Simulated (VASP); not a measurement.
An input for Ansatz (written as the equivalent of a VASP run, and not itself run):

Ansatz 0.2 input:
```yaml
crystal:
  lattice:
    - [0.0000000, 2.7103067, 2.7103067]
    - [2.7103067, 0.0000000, 2.7103067]
    - [2.7103067, 2.7103067, 0.0000000]
  atoms:
    - { symbol: K, position: [1.0000000, 1.0000000, 1.0000000] }
    - { symbol: F, position: [0.5000000, 0.5000000, 0.5000000] }
kpoints:
  mp_grid: { grid: [8, 8, 8] }
hamiltonian:
  xc: pbe
  pseudopotentials: { kind: paw }
scf:
  occupations: { method: gaussian, width: 0.05 }
  max_iter: 100
output: { forces: true, stress: true, eigenvalues: true }
```

Write the VASP files for the same calculation (PBE).

This is not unique; one that fits is 
### KPOINTS
```
Automatic mesh
0
Gamma
8 8 8
0 0 0
```

File POSCAR:
```
KF
3.8329520
  0.0000000000   0.7071068696   0.7071068696
  0.7071068696   0.0000000000   0.7071068696
  0.7071068696   0.7071068696   0.0000000000
K F
1 1
Cartesian
  1.4142137392   1.4142137392   1.4142137392
  0.7071068696   0.7071068696   0.7071068696
```

**INCAR**
```
! general
SYSTEM = KF
PREC   = Accurate
ENCUT  = 520
LREAL  = .FALSE.   ! projection in real space or not
LASPH  = .TRUE.

! electronic loop
EDIFF  = 1E-6
NELM   = 100
ALGO   = Normal

! smearing
ISMEAR = 0   ! Gaussian
SIGMA  = 0.05

! functional
GGA    = PE   ! PBE

! output
LWAVE  = .FALSE.
LCHARG = .TRUE.
```

POTCAR, in this order: K_sv F (PBE.64 set). Program: vasp_std.

What does not carry over: each code has its own PAW files, so the cut-off isn't converted (ENCUT is set for VASP's; basis.ecutwfc is left out, and Ansatz then takes the one that its files recommend); Ansatz stops its SCF on the density residual and VASP on the energy change (EDIFF).

The compound is KF in the rock salt structure. It was relaxed first.
